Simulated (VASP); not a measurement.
Write the native input for VASP 6.6.1 that does the following.

```
Task                   : relaxation of cell and atoms
Functional             : PBE
Potentials or basis    : VASP PAW PBE potentials, release 64 (Ni)
Cutoff                 : 520 eV
k mesh                 : 8 × 8 × 8
Occupations            : gaussian, width 0.1 eV
Spin                   : collinear spin, ferromagnetic start
Starting moments       : [0.8] μB
Further INCAR settings : ALGO = Normal; EDIFF = 1e-07; IBRION = 2; EDIFFG = -0.002; NSW = 80; ISIF = 3
```

The structure of Ni lies in POSCAR:

```
Ni
1.0
    0.0000000000      1.7619350000      1.7619350000
    1.7619350000      0.0000000000      1.7619350000
    1.7619350000      1.7619350000      0.0000000000
Ni
1
Direct
    0.0000000000      0.0000000000      0.0000000000
```

These files were run (other wordings do the same):

INCAR

```
ALGO = Normal ; EDIFF = 1E-7
EDIFFG = -0.002 ; ENCUT = 520
GGA = PE ; IBRION = 2
ISIF = 3 ; ISMEAR = 0
ISPIN = 2 ; LASPH = True
LCHARG = False ; LMAXMIX = 4
LORBIT = 11 ; LREAL = False
LWAVE = False ; MAGMOM = 0.8
NELM = 150 ; NSW = 80
PREC = Accurate ; SIGMA = 0.1
```

KPOINTS

```
k-points
0
Gamma
  8 8 8
```

Potentials or basis: VASP PAW PBE potentials, release 64 (Ni).

Command:

```sh
$ cat potpaw_PBE.64/Ni/POTCAR > POTCAR
$ mpirun -np 1 vasp_std > vasp.out
```

Results of the run:

```yaml
Relaxed_volume: 10.90 Å³/atom
Relaxed_cell: a = 2.489 Å, b = 2.489 Å, c = 2.489 Å, α = 60.00°, β = 60.00°, γ = 60.00°
Space_group_after_relaxing_to_0.05_Å: Fm-3m (No. 225)
Energy_gained_by_relaxing: 0.1 meV/atom
Ionic_steps: 3
Pressure_after_relaxing: 0.0 GPa
Band_gap_on_the_k_mesh: none (metal or under the smearing width)
Net_moment: 0.70 μB per cell
Site_moments: Ni +0.71 μB
Valence_electrons_inside_the_program's_atomic_spheres: Ni 9.30
```

Caveat: the k mesh is coarse (spacing up to 0.39 Å⁻¹), so the values aren't converged.

It took 22 s on 1 thread of Intel(R) Xeon(R) Platinum 8259CL CPU @ 2.50GHz (Skylake/Cascade Lake), with other jobs on the host, peak memory 0.13 GiB.
